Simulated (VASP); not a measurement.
## NiO: relaxation of cell and atoms with PBE

Crystal: NiO.

```
Ni O
1.0
     1.47101    0.84929    2.40111
    -1.47101    0.84929    2.40111
     0.00000   -1.69857    2.40111
Ni O
1 1
Cartesian
  0.0000 0.0000 0.0000
  0.0000 0.0000 3.6017
```

The cell was built by a generator and needn't be a form met in nature.

```
Program                : VASP 6.6.1
Task                   : relaxation of cell and atoms
Functional             : PBE
Potentials or basis    : VASP PAW PBE potentials, release 64 (Ni, O)
Cutoff                 : 520 eV
k mesh                 : 15 × 15 × 15
Occupations            : gaussian, width 0.02 eV
Spin                   : no spin polarisation
Further INCAR settings : ALGO = Fast; EDIFF = 1e-07; IBRION = 2; EDIFFG = -0.002; NSW = 80; ISIF = 3
```

```json
{"Relaxed volume": "9.01 Å³/atom", "Relaxed cell": "a = 2.942 Å, b = 2.942 Å, c = 2.942 Å, α = 60.01°, β = 60.01°, γ = 60.01°", "Space group after relaxing (to 0.05 Å)": "Fm-3m (No. 225)", "Energy gained by relaxing": "0.0 meV/atom", "Ionic steps": "9", "Pressure after relaxing": "0.0 GPa", "Band gap on the k mesh": "none (metal or under the smearing width)"}
```

Final structure:
```cif
data_structure
_symmetry_space_group_name_H-M 'P 1'
_symmetry_Int_Tables_number 1
_cell_length_a 2.9421
_cell_length_b 2.9421
_cell_length_c 2.9421
_cell_angle_alpha 60.014
_cell_angle_beta 60.014
_cell_angle_gamma 60.014
_cell_volume 18.01
loop_
_atom_site_label
_atom_site_type_symbol
_atom_site_fract_x
_atom_site_fract_y
_atom_site_fract_z
_atom_site_occupancy
Ni1 Ni 0.00000 0.00000 0.00000 1
O1 O 0.50000 0.50000 0.50000 1
```

Levels at points of the mesh, in eV from the Fermi level:
```csv
k point,band 4,band 5,band 6,band 7,band 8,band 9,band 10,band 11,band 12
"(0.00, 0.00, 0.00)",-3.18,-1.91,-1.91,-1.91,-1.58,-1.58,1.68,17.86,19.16
```

It took 3 min on 1 thread of Intel(R) Xeon(R) Platinum 8259CL CPU @ 2.50GHz (Skylake/Cascade Lake) (shared host), peak memory 0.21 GiB.

Caveat: the run has no spin polarisation, though such a crystal can be magnetic; semilocal functionals often make such compounds metallic where correlation or magnetic order opens a gap, which also shifts bond lengths. With open d or f shells a metallic result of PBE can be an artefact of self-interaction; +U or a hybrid may open a gap.
